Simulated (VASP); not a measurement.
Input of a VASP 6.6.1 run:

Contents of INCAR:

```
PREC     = Accurate       # precision mode
ENCUT    = 520            # plane-wave cutoff, eV
EDIFF    = 1E-7           # SCF threshold, eV
ISMEAR   = 1              # smearing method
SIGMA    = 0.1            # smearing width, eV
LREAL    = F              # projectors in reciprocal space
LASPH    = T              # aspherical terms in the spheres
NELM     = 80             # most SCF steps
ALGO     = Fast           # electronic algorithm
ISIF     = 2              # what is computed and relaxed
LWAVE    = F              # write WAVECAR
LCHARG   = F              # write CHGCAR
LDIPOL   = T            
IDIPOL   = 3            
DIPOL    = 0.5 0.5 0.500
GGA      = PE             # functional
LVHAR    = T            
LVACPOTAV= T            
ICORELEVEL= 1            
KPAR     = 4
```

The input KPOINTS:

```
regular mesh
0
Gamma
  15 15 1
```

Contents of POSCAR:

```
Mo
1.0
    2.7381852700      0.0000000000      0.0000000000
   -0.9127284200      2.5815858300      0.0000000000
    0.0000000000      0.0000000000     26.1785945400
Mo
6
Direct
    0.5000000000      0.5000000000      0.2864936100
    0.0000000000      0.0000000000      0.3718961600
    0.5000000000      0.5000000000      0.4572987200
    0.0000000000      0.0000000000      0.5427012800
    0.5000000000      0.5000000000      0.6281038400
    0.0000000000      0.0000000000      0.7135063900
```

Potentials or basis: VASP PAW PBE potentials, release 64 (Mo_sv).

Command:

```sh
$ cat potpaw_PBE.64/Mo_sv/POTCAR > POTCAR
$ mpirun -np 4 vasp_std > vasp.out
```

(1) Estimate the work function of the upper face.

(2) Predict the largest force.

(3) Estimate the band gap on the k mesh.

(4) Estimate the work function of the lower face.

Results:

(1) 4.68 eV.

(2) 0.666 eV/Å.

(3) none (metal or under the smearing width).

(4) 4.68 eV.
